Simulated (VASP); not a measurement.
Consider the following.

```xyz
2
Lattice="0.0000 2.9709 2.9709 2.9709 0.0000 2.9709 2.9709 2.9709 0.0000" Properties=species:S:1:pos:R:3 pbc="T T T"
Pd     0.0000     0.0000     0.0000
Te     1.4854     1.4854     1.4854
```

Level of theory: PBEsol GGA, VASP's PBE PAW potentials (set 64) (plane waves; VASP). Run with 400 eV cut-off, Gaussian smearing of 0.050 eV, potentials Pd Te.

### Question
Give the energies of bands 2 to 11 at the high-symmetry points, in eV from the Fermi level.

### Answer

```json
[
 {"band": "2", "Γ": "-4.56", "X": "-5.34", "U": "-4.96", "L": "-4.90", "W": "-4.70"},
 {"band": "3", "Γ": "-4.56", "X": "-3.70", "U": "-3.90", "L": "-4.30", "W": "-4.35"},
 {"band": "4", "Γ": "-4.56", "X": "-3.70", "U": "-3.86", "L": "-4.30", "W": "-3.71"},
 {"band": "5", "Γ": "-2.81", "X": "-2.73", "U": "-3.05", "L": "-2.75", "W": "-2.94"},
 {"band": "6", "Γ": "-2.81", "X": "-2.63", "U": "-2.77", "L": "-2.75", "W": "-2.44"},
 {"band": "7", "Γ": "2.36", "X": "-2.10", "U": "-2.22", "L": "-2.50", "W": "-2.21"},
 {"band": "8", "Γ": "2.36", "X": "-1.20", "U": "-1.46", "L": "0.82", "W": "-2.02"},
 {"band": "9", "Γ": "2.36", "X": "-1.20", "U": "-0.50", "L": "0.82", "W": "-0.77"},
 {"band": "10", "Γ": "2.92", "X": "3.96", "U": "4.51", "L": "3.85", "W": "6.12"},
 {"band": "11", "Γ": "6.13", "X": "4.63", "U": "6.52", "L": "6.89", "W": "7.06"}
]
```

It has no gap at this level: it comes out as a metal or semimetal.

The structure was generated: PdTe was put into the zinc blende type (F-43m), which need not be its known phase. It was relaxed first, which changed the volume by -20 %.
